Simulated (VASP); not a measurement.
VASP ran on this input.

### KPOINTS
```
Automatic mesh
0
Gamma
8 8 8
0 0 0
```

### INCAR
```
SYSTEM = Sr
PREC = Accurate
ENCUT = 400
EDIFF = 1E-6
NELM = 100
ALGO = Normal
LREAL = .FALSE.
LASPH = .TRUE.
ISMEAR = 1
SIGMA = 0.1
GGA = PE
LMAXMIX = 4
LWAVE = .FALSE.
LCHARG = .FALSE.
ISIF = 2
```

POSCAR:
```
Sr
1
    3.0400000000     0.0000000000     3.0400000000
    0.0000000000     3.0400000000     3.0400000000
    3.0400000000     3.0400000000     0.0000000000
Sr
1
Direct
  0.0000000000   0.0000000000   0.0000000000
```

POTCAR, in this order: Sr_sv (PBE.64 set). Program: vasp_std.

Q: Does this input run properly? What does VASP do?

A: There is a fault: the lattice vectors form a left-handed set. VASP stops with an error: ERROR: the triple product of the basis vectors is negative exchange two basis vectors ----> I REFUSE TO CONTINUE WITH THIS SICK JOB ... BYE!!! <----

**standard output**
```
 -----------------------------------------------------------------------------
|                                                                             |
|     EEEEEEE  RRRRRR   RRRRRR   OOOOOOO  RRRRRR      ###     ###     ###     |
|     E        R     R  R     R  O     O  R     R     ###     ###     ###     |
|     E        R     R  R     R  O     O  R     R     ###     ###     ###     |
|     EEEEE    RRRRRR   RRRRRR   O     O  RRRRRR       #       #       #      |
|     E        R   R    R   R    O     O  R   R                               |
|     E        R    R   R    R   O     O  R    R      ###     ###     ###     |
|     EEEEEEE  R     R  R     R  OOOOOOO  R     R     ###     ###     ###     |
|                                                                             |
|     ERROR: the triple product of the basis vectors is negative exchange     |
|     two basis vectors                                                       |
|                                                                             |
|       ---->  I REFUSE TO CONTINUE WITH THIS SICK JOB ... BYE!!! <----       |
|                                                                             |
 -----------------------------------------------------------------------------
```

To mend it, correct POSCAR.
File POSCAR:
```
Sr
1
    0.0000000000     3.0400000000     3.0400000000
    3.0400000000     0.0000000000     3.0400000000
    3.0400000000     3.0400000000     0.0000000000
Sr
1
Direct
  0.0000000000   0.0000000000   0.0000000000
```
The mended run (PBE GGA, plane waves, VASP's PBE PAW potentials (set 64)) converges, and its OSZICAR ends with
```
   1 F= -.16400127E+01 E0= -.16401890E+01  d E =0.529161E-03
```

The compound is Sr in the fcc structure. The cell was not relaxed at this level.
